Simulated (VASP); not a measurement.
An input for Ansatz (written as the equivalent of a VASP run, and not itself run):

Ansatz 0.2 input:
```yaml
crystal:
  lattice:
    - [4.1524640, 0.0000000, 0.0000000]
    - [-2.0762320, 3.5961390, 0.0000000]
    - [0.0000000, 0.0000000, 7.0325410]
  atoms:
    - { symbol: Mg, position: [0.0000000, 0.0000000, 0.0000000] }
    - { symbol: I, position: [0.3333330, 0.6666670, 0.2340800] }
    - { symbol: I, position: [0.6666670, 0.3333330, 0.7659200] }
kpoints:
  mp_grid: { grid: [2, 2, 2] }
hamiltonian:
  xc: hse06
  pseudopotentials: { kind: paw }
scf:
  occupations: { method: gaussian, width: 0.01 }
  max_iter: 100
output: { forces: true, stress: true, eigenvalues: true }
```

Question: Translate this input to VASP (INCAR, KPOINTS, POSCAR, choice of POTCAR).

Answer: This is not unique; one that fits is 
**INCAR**
```
SYSTEM  =  MgI2
PREC  =  Accurate; ENCUT  =  300; LREAL  =  .FALSE.
LASPH  =  .TRUE.; ISYM  =  3
EDIFF  =  1E-6; NELM  =  100; ALGO  =  Normal
LMAXMIX  =  4
ISMEAR  =  0; SIGMA  =  0.01
GGA  =  PE; LHFCALC  =  .TRUE.; AEXX  =  0.25
HFSCREEN  =  0.2; PRECFOCK  =  Fast
ISIF  =  2
LWAVE  =  .FALSE.; LCHARG  =  .FALSE.
```

**KPOINTS**
```
Automatic mesh
0
Gamma
2 2 2
0 0 0
```

### POSCAR
```
MgI2
1
    4.1524640000     0.0000000000     0.0000000000
   -2.0762320000     3.5961390000     0.0000000000
    0.0000000000     0.0000000000     7.0325410000
Mg I
1 2
Direct
  0.0000000000   0.0000000000   0.0000000000
  0.3333330000   0.6666670000   0.2340800000
  0.6666670000   0.3333330000   0.7659200000
```

POTCAR, in this order: Mg I (PBE.64 set). Program: vasp_std.

What does not carry over: each code has its own PAW files, so the cut-off isn't converted (ENCUT is set for VASP's; basis.ecutwfc is left out, and Ansatz then takes the one that its files recommend); Ansatz stops its SCF on the density residual and VASP on the energy change (EDIFF); Ansatz's hse06 screens at 0.11 per bohr (0.208 per Å), slightly more than HFSCREEN = 0.2.

The structure comes from a computed database's MgI2 entry; how it stands against other phases isn't given here. The cell was not relaxed at this level. The k-mesh is coarse (spacing up to 0.87 per Å, 2π included), so the numbers may not be converged in it. The run is one of a series of settings (AEXX = 0.25, HFSCREEN = 0.2, ISYM = 3, LHFCALC = .TRUE., PRECFOCK = Fast, KPOINTS 2×2×2 Γ-centred mesh against the base run), some of them coarse on purpose.
